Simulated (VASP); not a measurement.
OSZICAR of a VASP run on EuN (space group Fm-3m):

OSZICAR:
```
       N       E                     dE             d eps       ncg     rms          rms(c)
DAV:   1     0.119639593448E+03    0.11964E+03   -0.72993E+03  1542   0.383E+03
DAV:   2    -0.250543282355E+00   -0.11989E+03   -0.10700E+03  1517   0.343E+02
DAV:   3    -0.151770334198E+02   -0.14926E+02   -0.14400E+02  1809   0.112E+02
DAV:   4    -0.172529947795E+02   -0.20760E+01   -0.20472E+01  2369   0.282E+01
DAV:   5    -0.173127864353E+02   -0.59792E-01   -0.59706E-01  2056   0.608E+00    0.367E+01
DAV:   6    -0.259102662318E+02   -0.85975E+01   -0.49705E+01  1874   0.160E+02    0.161E+02
DAV:   7    -0.251774386664E+02    0.73283E+00   -0.40116E+00  2073   0.184E+01    0.138E+02
DAV:   8    -0.223970304517E+02    0.27804E+01   -0.23915E+00  1867   0.298E+01    0.768E+01
DAV:   9    -0.202949460998E+02    0.21021E+01   -0.79666E+00  1852   0.575E+01    0.308E+01
DAV:  10    -0.207552481583E+02   -0.46030E+00   -0.24169E+00  2267   0.322E+01    0.379E+01
DAV:  11    -0.204997377451E+02    0.25551E+00   -0.43394E-01  1975   0.211E+01    0.326E+01
DAV:  12    -0.206086466250E+02   -0.10891E+00   -0.10843E+00  1889   0.248E+01    0.203E+01
DAV:  13    -0.205394369457E+02    0.69210E-01   -0.52329E-01  1757   0.227E+01    0.190E+01
DAV:  14    -0.206207730918E+02   -0.81336E-01   -0.22679E-01  2016   0.120E+01    0.168E+01
DAV:  15    -0.205769101248E+02    0.43863E-01   -0.46710E-01  1643   0.250E+01    0.109E+01
DAV:  16    -0.205856287160E+02   -0.87186E-02   -0.34523E-02  2167   0.169E+00    0.737E+00
DAV:  17    -0.205518148554E+02    0.33814E-01   -0.88224E-02  1608   0.835E+00    0.509E+00
DAV:  18    -0.205529986601E+02   -0.11838E-02   -0.46569E-03  2138   0.780E-01    0.359E+00
DAV:  19    -0.205530595388E+02   -0.60879E-04   -0.82253E-04  2194   0.389E-01    0.290E+00
DAV:  20    -0.205520131467E+02    0.10464E-02   -0.27923E-03  1733   0.173E+00    0.129E+00
DAV:  21    -0.205523070048E+02   -0.29386E-03   -0.19145E-03  2167   0.959E-01    0.371E-01
DAV:  22    -0.205522597509E+02    0.47254E-04   -0.28686E-04  2039   0.457E-01    0.190E-01
DAV:  23    -0.205521731723E+02    0.86579E-04   -0.33960E-04  1765   0.524E-01    0.123E-01
DAV:  24    -0.205521780975E+02   -0.49252E-05   -0.36284E-05  2096   0.549E-02    0.113E-01
DAV:  25    -0.205521774722E+02    0.62536E-06   -0.25415E-06  1518   0.478E-02
   1 F= -.20552177E+02 E0= -.20512914E+02  d E =-.785263E-01  mag=     6.0890
```

Task: Which electronic solver shows in the log?

Result: It is blocked Davidson (ALGO = Normal, or the opening steps of other solvers). The INCAR had ALGO = Normal.

Task: How was spin treated?

Result: Collinear spin (ISPIN = 2): the summary line carries one mag value, 6.09 μB in the cell.

Task: Can the final energy be trusted as converged?

Result: The run converged. It stopped with EDIFF = 1E-6, NELM = 100 (PBEsol GGA + U (Dudarev), plane waves, VASP's PBE PAW potentials (set 64)).  The moments were started parallel, and other spin orders were not tried in this run.

The structure comes from a measured EuN entry of the Crystallography Open Database, whose conditions weren't checked. The cell was not relaxed at this level. The k-mesh is coarse (spacing up to 0.36 per Å, 2π included), so the numbers may not be converged in it. The run is one of a series of settings (LDAU = .TRUE., LDAUJ = 0 0, LDAUL = 3 -1, LDAUTYPE = 2, LDAUU = 7.0 0 against the base run), some of them coarse on purpose.
